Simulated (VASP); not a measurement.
These are PBEsol GGA, VASP's PBE PAW potentials (set 64) (plane waves; VASP) values and carry that method's errors.

Input for VASP

File POSCAR:
```
TiO2
1.0
 -1.9070753873   1.9070753873   4.8130058500
  1.9070753873  -1.9070753873   4.8130058500
  1.9070753873   1.9070753873  -4.8130058500
Ti O
2 4
Cartesian
  0.0000000000   1.9070753873   2.4065029250
  0.0000000000   0.0000000000   0.0000000000
  0.0000000000   1.9070753873   0.4038464037
  0.0000000000  -0.0000000000   7.6233551787
 -0.0000000000   0.0000000000   2.0026565213
 -0.0000000000   1.9070753873   4.4091594463
```

**KPOINTS**
```
Automatic mesh
0
Gamma
8 8 8
0 0 0
```

### INCAR
```
ALGO=Normal
EDIFF=1E-7
EDIFFG=-0.01
ENCUT=520
GGA=PS
IBRION=2
ISIF=4
ISMEAR=0
LASPH=.TRUE.
LCHARG=.FALSE.
LMAXMIX=4
LREAL=.FALSE.
LWAVE=.FALSE.
NELM=100
NSW=30
PREC=Accurate
SIGMA=0.05
SYSTEM=TiO2
```

POTCAR, in this order: Ti_sv O (PBE.64 set). Program: vasp_std.

Output

**OUTCAR**
```
 ion  position               nearest neighbor table
   1  0.750  0.250  0.500-   4 1.95   5 1.95   4 1.95   5 1.95   3 2.00   6 2.00
   2  0.000  0.000  0.000-   3 1.95   6 1.95   3 1.95   6 1.95   5 2.00   4 2.00
   3  0.542  0.042  0.500-   2 1.95   2 1.95   1 2.00
   4  0.792  0.792  0.000-   1 1.95   1 1.95   2 2.00
   5  0.208  0.208  0.000-   1 1.95   1 1.95   2 2.00
   6  0.958  0.458  0.500-   2 1.95   2 1.95   1 2.00
  LATTYP: Found a body centered tetragonal cell.
 ALAT       =     3.8141507746
 C/A-ratio  =     2.5237627637
 Subroutine PRICEL returns:
 Original cell was already a primitive cell.
 Subroutine GETGRP returns: Found 16 space group operations
The static configuration has the point symmetry D_2d.
 The point group associated with its full space group is D_4h.
The dynamic configuration has the point symmetry D_2d.
 Subroutine INISYM returns: Found 16 space group operations
 Subroutine IBZKPT returns following result:
 Found     59 irreducible k-points:

 Following reciprocal coordinates:
            Coordinates               Weight
  0.000000  0.000000  0.000000      1.000000
  0.125000 -0.000000  0.000000      8.000000
  0.250000 -0.000000  0.000000      8.000000
...
```

**OSZICAR**
```
       N       E                     dE             d eps       ncg     rms          rms(c)
DAV:   1     0.682145003558E+03    0.68215E+03   -0.25052E+04  3304   0.198E+03
DAV:   2     0.448443572974E+02   -0.63730E+03   -0.61755E+03  3728   0.576E+02
DAV:   3    -0.671865567546E+02   -0.11203E+03   -0.10907E+03  5040   0.213E+02
DAV:   4    -0.724796831814E+02   -0.52931E+01   -0.52877E+01  4616   0.490E+01
DAV:   5    -0.727085170822E+02   -0.22883E+00   -0.22878E+00  4636   0.821E+00    0.319E+01
DAV:   6    -0.568263899011E+02    0.15882E+02   -0.11519E+02  4280   0.102E+02    0.123E+01
DAV:   7    -0.563189492613E+02    0.50744E+00   -0.17000E+01  4332   0.320E+01    0.790E+00
DAV:   8    -0.563737133564E+02   -0.54764E-01   -0.44112E+00  4308   0.197E+01    0.428E+00
DAV:   9    -0.561764599391E+02    0.19725E+00   -0.18990E+00  4388   0.122E+01    0.119E+00
DAV:  10    -0.561835592609E+02   -0.70993E-02   -0.12739E-01  4172   0.272E+00    0.337E-01
DAV:  11    -0.561818240238E+02    0.17352E-02   -0.13952E-02  3976   0.793E-01    0.628E-02
DAV:  12    -0.561820409478E+02   -0.21692E-03   -0.12871E-03  4836   0.342E-01    0.120E-01
DAV:  13    -0.561819059354E+02    0.13501E-03   -0.87371E-04  4616   0.252E-01    0.118E-02
DAV:  14    -0.561819104185E+02   -0.44831E-05   -0.31137E-05  4364   0.438E-02    0.508E-03
DAV:  15    -0.561819108517E+02   -0.43323E-06   -0.20464E-06  4676   0.127E-02    0.452E-03
DAV:  16    -0.561819106577E+02    0.19399E-06   -0.18756E-06  4644   0.133E-02    0.669E-04
DAV:  17    -0.561819106561E+02    0.16171E-08   -0.88020E-08  2260   0.231E-03
   1 F= -.56181911E+02 E0= -.56181911E+02  d E =-.561819E+02
       N       E                     dE             d eps       ncg     rms          rms(c)
DAV:   1    -0.561837735088E+02   -0.18629E-02   -0.17032E+00  3328   0.813E+00    0.196E-01
DAV:   2    -0.561861996339E+02   -0.24261E-02   -0.29145E-02  3768   0.120E+00    0.147E-01
DAV:   3    -0.561859767430E+02    0.22289E-03   -0.95361E-04  4608   0.214E-01    0.936E-02
DAV:   4    -0.561858586496E+02    0.11809E-03   -0.53834E-04  3776   0.198E-01    0.146E-02
DAV:   5    -0.561858627511E+02   -0.41015E-05   -0.11092E-04  3628   0.874E-02    0.108E-02
DAV:   6    -0.561858626576E+02    0.93502E-07   -0.38760E-06  4408   0.155E-02    0.365E-03
DAV:   7    -0.561858626134E+02    0.44201E-07   -0.36349E-07  3172   0.543E-03
   2 F= -.56185863E+02 E0= -.56185863E+02  d E =-.395196E-02
       N       E                     dE             d eps       ncg     rms          rms(c)
DAV:   1    -0.561858665886E+02   -0.39310E-05   -0.24795E-01  3312   0.311E+00    0.764E-02
DAV:   2    -0.561862207295E+02   -0.35414E-03   -0.42650E-03  3784   0.460E-01    0.568E-02
DAV:   3    -0.561861878302E+02    0.32899E-04   -0.14026E-04  4592   0.842E-02    0.370E-02
DAV:   4    -0.561861699470E+02    0.17883E-04   -0.79493E-05  3764   0.757E-02    0.636E-03
DAV:   5    -0.561861706777E+02   -0.73075E-06   -0.16397E-05  3684   0.315E-02    0.456E-03
DAV:   6    -0.561861705697E+02    0.10797E-06   -0.72290E-07  3780   0.722E-03    0.128E-03
DAV:   7    -0.561861705886E+02   -0.18885E-07   -0.13558E-07  2084   0.307E-03
   3 F= -.56186171E+02 E0= -.56186171E+02  d E =-.425993E-02
       N       E                     dE             d eps       ncg     rms          rms(c)
DAV:   1    -0.561941769244E+02   -0.80064E-02   -0.11052E+00  3304   0.944E+00    0.608E-01
DAV:   2    -0.561917029781E+02    0.24739E-02   -0.46657E-02  3660   0.181E+00    0.345E-01
DAV:   3    -0.561890713731E+02    0.26316E-02   -0.57861E-03  3972   0.751E-01    0.454E-02
DAV:   4    -0.561891135806E+02   -0.42207E-04   -0.87163E-04  4104   0.267E-01    0.316E-02
DAV:   5    -0.561891065244E+02    0.70562E-05   -0.59183E-05  4408   0.686E-02    0.135E-02
DAV:   6    -0.561891066554E+02   -0.13095E-06   -0.59040E-06  3988   0.251E-02    0.306E-03
DAV:   7    -0.561891068508E+02   -0.19538E-06   -0.98862E-07  4224   0.765E-03    0.149E-03
DAV:   8    -0.561891068600E+02   -0.92214E-08   -0.56539E-08  2060   0.239E-03
   4 F= -.56189107E+02 E0= -.56189107E+02  d E =-.293627E-02
       N       E                     dE             d eps       ncg     rms          rms(c)
DAV:   1    -0.562064252530E+02   -0.17318E-01   -0.33636E+00  3304   0.165E+01    0.106E+00
DAV:   2    -0.561989999704E+02    0.74253E-02   -0.14168E-01  3656   0.311E+00    0.600E-01
DAV:   3    -0.561911241675E+02    0.78758E-02   -0.18326E-02  4000   0.132E+00    0.995E-02
DAV:   4    -0.561911718485E+02   -0.47681E-04   -0.31018E-03  4128   0.500E-01    0.575E-02
DAV:   5    -0.561911508408E+02    0.21008E-04   -0.17668E-04  4272   0.121E-01    0.240E-02
DAV:   6    -0.561911516344E+02   -0.79356E-06   -0.23258E-05  4760   0.457E-02    0.558E-03
DAV:   7    -0.561911522819E+02   -0.64756E-06   -0.27491E-06  4148   0.134E-02    0.216E-03
DAV:   8    -0.561911523236E+02   -0.41731E-07   -0.14985E-07  2436   0.331E-03
   5 F= -.56191152E+02 E0= -.56191152E+02  d E =-.498174E-02
```

### OUTCAR
```
------------------------ aborting loop because EDIFF is reached ----------------------------------------
  FORCE on cell =-STRESS in cart. coord.  units (eV):
  Direction    XX          YY          ZZ          XY          YZ          ZX
  --------------------------------------------------------------------------------------
  Total       -2.1508708     -2.1508708     -2.0943603      0.0000000     -0.0000000      0.0000000
  in kB      -49.2167360    -49.2167360    -47.9236481      0.0000000     -0.0000000      0.0000000
  external PRESSURE =     -48.7857067 kB  Pullay stress =       0.0000000 kB
  volume of cell :       70.02
      direct lattice vectors                 reciprocal lattice vectors
    -1.895819981  1.895819981  4.870324735     0.000000000  0.263738121  0.102662559
     1.895819981 -1.895819981  4.870324735     0.263738121  0.000000000  0.102662559
     1.895819981  1.895819981 -4.870324735     0.263738121  0.263738121  0.000000000
 POSITION                                       TOTAL-FORCE (eV/Angst)
 -----------------------------------------------------------------------------------
      0.00000      1.89582      2.43516         0.000000      0.000000      0.000000
     -0.00000      0.00000      0.00000         0.000000      0.000000      0.000000
     -0.00000      1.89582      0.43558         0.000000     -0.000000     -0.008607
      0.00000      0.00000      7.74107        -0.000000      0.000000     -0.008607
      0.00000      0.00000      1.99958        -0.000000      0.000000      0.008607
      0.00000      1.89582      4.43474         0.000000     -0.000000      0.008607
 -----------------------------------------------------------------------------------
    total drift:                               -0.000000     -0.000000      0.000000
  FREE ENERGIE OF THE ION-ELECTRON SYSTEM (eV)
  ---------------------------------------------------
  free  energy   TOTEN  =       -56.1911523236 eV

  energy  without entropy=      -56.1911523236  energy(sigma->0) =      -56.19115232

 reached required accuracy - stopping structural energy minimisation
```
(Selected blocks of OUTCAR.)

CONTCAR:
```
TiO2
   1.00000000000000
    -1.8958199814195005    1.8958199814195005    4.8703247350722858
     1.8958199814195005   -1.8958199814195005    4.8703247350722858
     1.8958199814195005    1.8958199814195005   -4.8703247350722858
  Ti              O
     2     4
Direct
     0.7500000000000000    0.2500000000000000    0.5000000000000000
     0.0000000000000000    0.0000000000000000    0.0000000000000000
     0.5447182097214298    0.0447182097214298    0.5000000000000000
     0.7947182097214298    0.7947182097214298    0.0000000000000000
     0.2052817902785702    0.2052817902785702    0.0000000000000000
     0.9552817902785702    0.4552817902785702    0.5000000000000000
```

The compound is TiO2 in the anatase structure, one of several forms; rutile is the usual stable one. This cell is one point of a volume scan, at 1.03 of the reference volume. Symmetry was kept, so distortions that lower it aren't found.
